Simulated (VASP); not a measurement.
Method: PBEsol GGA, VASP's PBE PAW potentials (set 64) (plane waves; VASP).

Input for VASP

### POSCAR
```
Ag
1
    0.0000000000     2.0227325839     2.0227325839
    2.0227325839     0.0000000000     2.0227325839
    2.0227325839     2.0227325839    -0.0000000000
Ag
1
Direct
  1.0000000000   1.0000000000   1.0000000000
```

**KPOINTS**
```
Automatic
0
gamma
  14 14 14
0 0 0
```

**INCAR**
```
# general
SYSTEM  = Ag
PREC    = Accurate
ENCUT   = 530
LREAL   = .FALSE.
LASPH   = .TRUE.

# electronic loop
EDIFF   = 1E-7
NELM    = 100
ALGO    = Normal
LMAXMIX = 4

# smearing
ISMEAR  = 1
SIGMA   = 0.1

# functional
GGA     = PS

# ions
IBRION  = 6
NSW     = 1
ISIF    = 3
POTIM   = 0.015
NFREE   = 2

# output
LWAVE   = .FALSE.
LCHARG  = .FALSE.
```

POTCAR, in this order: Ag (PBE.64 set). Program: vasp_std.

Output

**OSZICAR**
```
...
DAV:   4    -0.330768487345E+01    0.17563E-02   -0.25070E-03  4684   0.579E-01    0.370E-02
DAV:   5    -0.330770227182E+01   -0.17398E-04   -0.12153E-04  4975   0.120E-01    0.207E-02
DAV:   6    -0.330770309835E+01   -0.82653E-06   -0.85718E-06  4687   0.343E-02    0.174E-03
DAV:   7    -0.330770315046E+01   -0.52110E-07   -0.15447E-07  2936   0.469E-03
   6 F= -.33077032E+01 E0= -.33077575E+01  d E =0.163192E-03
       N       E                     dE             d eps       ncg     rms          rms(c)
DAV:   1    -0.347451902785E+01   -0.16682E+00   -0.35446E+00  4563   0.221E+01    0.256E+00
DAV:   2    -0.332052415744E+01    0.15399E+00   -0.63828E-01  4457   0.884E+00    0.863E-01
DAV:   3    -0.330969256085E+01    0.10832E-01   -0.10841E-02  4589   0.118E+00    0.497E-01
DAV:   4    -0.330628977882E+01    0.34028E-02   -0.53473E-03  4655   0.855E-01    0.101E-01
DAV:   5    -0.330632212217E+01   -0.32343E-04   -0.16784E-04  4787   0.179E-01    0.403E-02
DAV:   6    -0.330632574907E+01   -0.36269E-05   -0.40090E-06  4784   0.194E-02    0.378E-03
DAV:   7    -0.330632565224E+01    0.96830E-07   -0.71625E-08  3312   0.312E-03
   7 F= -.33063257E+01 E0= -.33064213E+01  d E =0.286864E-03
       N       E                     dE             d eps       ncg     rms          rms(c)
DAV:   1    -0.335999062016E+01   -0.53665E-01   -0.15173E+00 14053   0.140E+01    0.141E+00
DAV:   2    -0.331464299774E+01    0.45348E-01   -0.16034E-01 13837   0.463E+00    0.558E-01
DAV:   3    -0.330960130336E+01    0.50417E-02   -0.50695E-03 14580   0.809E-01    0.315E-01
DAV:   4    -0.330816689832E+01    0.14344E-02   -0.24435E-03 14687   0.555E-01    0.701E-02
DAV:   5    -0.330817937544E+01   -0.12477E-04   -0.94159E-05 14299   0.122E-01    0.127E-02
DAV:   6    -0.330817851355E+01    0.86189E-06   -0.38194E-06 14513   0.228E-02    0.375E-03
DAV:   7    -0.330817854894E+01   -0.35391E-07   -0.65031E-08  7513   0.299E-03
   8 F= -.33081785E+01 E0= -.33082381E+01  d E =0.178801E-03
       N       E                     dE             d eps       ncg     rms          rms(c)
DAV:   1    -0.334212584426E+01   -0.33947E-01   -0.86745E-01 13982   0.903E+00    0.945E-01
DAV:   2    -0.331868671249E+01    0.23439E-01   -0.13288E-02 13936   0.159E+00    0.517E-01
DAV:   3    -0.330809275237E+01    0.10594E-01   -0.21197E-02 14441   0.163E+00    0.152E-01
DAV:   4    -0.330816654870E+01   -0.73796E-04   -0.74170E-04 14154   0.395E-01    0.127E-01
DAV:   5    -0.330817884487E+01   -0.12296E-04   -0.84925E-06 14809   0.253E-02    0.153E-02
DAV:   6    -0.330817839463E+01    0.45025E-06   -0.14488E-06 14126   0.165E-02    0.158E-02
DAV:   7    -0.330817845989E+01   -0.65263E-07   -0.10354E-07  9217   0.479E-03
   9 F= -.33081785E+01 E0= -.33082381E+01  d E =0.178882E-03
       N       E                     dE             d eps       ncg     rms          rms(c)
DAV:   1    -0.330418157930E+01    0.39968E-02   -0.80695E-01 14141   0.865E+00    0.603E-01
DAV:   2    -0.330097070149E+01    0.32109E-02   -0.65214E-03 14059   0.112E+00    0.350E-01
DAV:   3    -0.330644373977E+01   -0.54730E-02   -0.10648E-02 14415   0.117E+00    0.949E-02
DAV:   4    -0.330713829673E+01   -0.69456E-03   -0.43314E-04 14444   0.294E-01    0.557E-02
DAV:   5    -0.330817911744E+01   -0.10408E-02   -0.49153E-05 14659   0.794E-02    0.395E-03
DAV:   6    -0.330817512432E+01    0.39931E-05   -0.18125E-06 14362   0.189E-02    0.238E-03
DAV:   7    -0.330817895661E+01   -0.38323E-05   -0.13887E-08  7584   0.156E-03    0.211E-04
DAV:   8    -0.330817859441E+01    0.36220E-06   -0.20865E-09  6881   0.593E-04    0.634E-05
DAV:   9    -0.330817849464E+01    0.99767E-07   -0.24645E-10  6885   0.167E-04
  10 F= -.33081785E+01 E0= -.33082381E+01  d E =0.178729E-03
       N       E                     dE             d eps       ncg     rms          rms(c)
DAV:   1    -0.334211403602E+01   -0.33935E-01   -0.88894E-01 14074   0.918E+00    0.945E-01
DAV:   2    -0.331868906287E+01    0.23425E-01   -0.13358E-02 13878   0.159E+00    0.518E-01
DAV:   3    -0.330809259835E+01    0.10596E-01   -0.21164E-02 14411   0.163E+00    0.153E-01
DAV:   4    -0.330816616704E+01   -0.73569E-04   -0.74432E-04 14176   0.394E-01    0.132E-01
DAV:   5    -0.330817869862E+01   -0.12532E-04   -0.79291E-06 14968   0.260E-02    0.202E-02
DAV:   6    -0.330817831259E+01    0.38604E-06   -0.17258E-06 14248   0.185E-02    0.207E-02
DAV:   7    -0.330817844957E+01   -0.13699E-06   -0.18092E-07 13677   0.616E-03    0.675E-03
DAV:   8    -0.330817848536E+01   -0.35785E-07   -0.19202E-08  6942   0.171E-03
  11 F= -.33081785E+01 E0= -.33082381E+01  d E =0.178731E-03
       N       E                     dE             d eps       ncg     rms          rms(c)
DAV:   1    -0.332589322944E+01   -0.17715E-01   -0.76105E-01 14189   0.840E+00    0.604E-01
DAV:   2    -0.331498421856E+01    0.10909E-01   -0.57009E-03 14100   0.111E+00    0.351E-01
DAV:   3    -0.330826783545E+01    0.67164E-02   -0.10351E-02 14427   0.121E+00    0.110E-01
DAV:   4    -0.330824222812E+01    0.25607E-04   -0.46327E-04 14290   0.309E-01    0.562E-02
DAV:   5    -0.330817610294E+01    0.66125E-04   -0.40548E-05 14844   0.689E-02    0.469E-03
DAV:   6    -0.330817743167E+01   -0.13287E-05   -0.14690E-06 14412   0.169E-02    0.146E-03
DAV:   7    -0.330817830891E+01   -0.87723E-06   -0.11374E-08  7393   0.152E-03    0.178E-04
DAV:   8    -0.330817852850E+01   -0.21959E-06   -0.11065E-09  6908   0.404E-04    0.113E-04
DAV:   9    -0.330817854892E+01   -0.20429E-07   -0.17216E-10  6820   0.129E-04
  12 F= -.33081785E+01 E0= -.33082381E+01  d E =0.178732E-03
       N       E                     dE             d eps       ncg     rms          rms(c)
DAV:   1    -0.334212090706E+01   -0.33942E-01   -0.89460E-01 14172   0.919E+00    0.947E-01
DAV:   2    -0.331868287327E+01    0.23438E-01   -0.13411E-02 13918   0.159E+00    0.517E-01
DAV:   3    -0.330809192634E+01    0.10591E-01   -0.21162E-02 14328   0.163E+00    0.154E-01
DAV:   4    -0.330816640491E+01   -0.74479E-04   -0.74493E-04 14242   0.395E-01    0.128E-01
DAV:   5    -0.330817894325E+01   -0.12538E-04   -0.89469E-06 14825   0.250E-02    0.159E-02
DAV:   6    -0.330817836623E+01    0.57702E-06   -0.18116E-06 14147   0.183E-02    0.162E-02
DAV:   7    -0.330817844427E+01   -0.78045E-07   -0.11326E-07  9435   0.507E-03
  13 F= -.33081784E+01 E0= -.33082381E+01  d E =0.178908E-03
       N       E                     dE             d eps       ncg     rms          rms(c)
DAV:   1    -0.330291841409E+01    0.52600E-02   -0.19084E+00  1922   0.121E+01    0.375E-01
DAV:   2    -0.330353624361E+01   -0.61783E-03   -0.94853E-03  2006   0.132E+00    0.236E-01
DAV:   3    -0.330877787071E+01   -0.52416E-02   -0.69428E-03  2026   0.897E-01    0.254E-02
DAV:   4    -0.330890901860E+01   -0.13115E-03   -0.24044E-04  2054   0.217E-01    0.162E-02
DAV:   5    -0.330893386901E+01   -0.24850E-04   -0.13919E-06  2203   0.131E-02    0.449E-04
DAV:   6    -0.330893481210E+01   -0.94309E-06   -0.15096E-08  1245   0.131E-03    0.383E-04
DAV:   7    -0.330893534236E+01   -0.53026E-06   -0.16291E-09   983   0.387E-04    0.350E-05
DAV:   8    -0.330893533484E+01    0.75240E-08   -0.32232E-10  1003   0.132E-04
  14 F= -.33089353E+01 E0= -.33090173E+01  d E =0.245930E-03
       N       E                     dE             d eps       ncg     rms          rms(c)
DAV:   1    -0.330762359266E+01    0.13117E-02   -0.60030E+00  1872   0.204E+01    0.868E-02
DAV:   2    -0.330925072147E+01   -0.16271E-02   -0.19370E-02  1905   0.180E+00    0.550E-02
DAV:   3    -0.330893903833E+01    0.31168E-03   -0.78308E-04  2035   0.248E-01    0.106E-02
DAV:   4    -0.330893524878E+01    0.37896E-05   -0.12835E-05  2043   0.366E-02    0.349E-03
DAV:   5    -0.330893519804E+01    0.50739E-07   -0.52496E-07  1977   0.738E-03
  15 F= -.33089352E+01 E0= -.33090172E+01  d E =0.245925E-03
```

OUTCAR:
```
------------------------ aborting loop because EDIFF is reached ----------------------------------------
  FORCE on cell =-STRESS in cart. coord.  units (eV):
  Direction    XX          YY          ZZ          XY          YZ          ZX
  --------------------------------------------------------------------------------------
  Total        0.0405708      0.0405708      0.0405708     -0.0000000      0.0000000      0.0000000
  in kB        3.9271595      3.9271595      3.9271595     -0.0000000      0.0000000      0.0000000
  external PRESSURE =       3.9271595 kB  Pullay stress =       0.0000000 kB
  volume of cell :       16.55
      direct lattice vectors                 reciprocal lattice vectors
     0.000000000  2.022732584  2.022732584    -0.247190362  0.247190362  0.247190362
     2.022732584  0.000000000  2.022732584     0.247190362 -0.247190362  0.247190362
     2.022732584  2.022732584  0.000000000     0.247190362  0.247190362 -0.247190362
 POSITION                                       TOTAL-FORCE (eV/Angst)
 -----------------------------------------------------------------------------------
     -0.01500      0.00000      0.00000        -0.000000      0.000000      0.000000
 -----------------------------------------------------------------------------------
    total drift:                                0.000360      0.000001      0.000001
  FREE ENERGIE OF THE ION-ELECTRON SYSTEM (eV)
  ---------------------------------------------------
  free  energy   TOTEN  =        -3.3089351980 eV

  energy  without entropy=       -3.3091811230  energy(sigma->0) =       -3.30901717

   1 f/i=    0.000000 THz     0.000000 2PiTHz    0.000000 cm-1     0.000000 meV
             X         Y         Z           dx          dy          dz
      0.000000  0.000000  0.000000     0.707107    0.707107    0.000000

   2 f/i=    0.000000 THz     0.000000 2PiTHz    0.000000 cm-1     0.000000 meV
             X         Y         Z           dx          dy          dz
      0.000000  0.000000  0.000000     0.707107   -0.707107    0.000000

   3 f/i=    0.000000 THz     0.000000 2PiTHz    0.000000 cm-1     0.000000 meV
             X         Y         Z           dx          dy          dz
      0.000000  0.000000  0.000000     0.000000    0.000000    1.000000

 ELASTIC MODULI CONTR FROM IONIC RELAXATION (kBar)
 Direction    XX          YY          ZZ          XY          YZ          ZX
 --------------------------------------------------------------------------------
 XX           0.0000      0.0000      0.0000      0.0000      0.0000      0.0000
 YY           0.0000      0.0000      0.0000      0.0000      0.0000      0.0000
 ZZ           0.0000      0.0000      0.0000      0.0000      0.0000      0.0000
 XY           0.0000      0.0000      0.0000      0.0000      0.0000      0.0000
 YZ           0.0000      0.0000      0.0000      0.0000      0.0000      0.0000
 ZX           0.0000      0.0000      0.0000      0.0000      0.0000      0.0000
 --------------------------------------------------------------------------------

 TOTAL ELASTIC MODULI (kBar)
 Direction    XX          YY          ZZ          XY          YZ          ZX
 --------------------------------------------------------------------------------
 XX        1646.5667    986.0535    986.0535      0.0000     -0.0000      0.0000
 YY         986.0535   1646.5667    986.0535      0.0000      0.0000      0.0000
 ZZ         986.0535    986.0535   1646.5667     -0.0000      0.0000      0.0000
 XY           0.0000      0.0000     -0.0000    638.6941      0.0000      0.0000
 YZ          -0.0000      0.0000      0.0000      0.0000    638.6941      0.0000
 ZX           0.0000      0.0000      0.0000      0.0000      0.0000    638.6941
 --------------------------------------------------------------------------------
```
(Selected blocks of OUTCAR.)

Finite-difference elastic constants of metals are sensitive to mesh and smearing; shear constants can be off by tens of GPa.

The compound is Ag in the fcc structure. It was relaxed first.
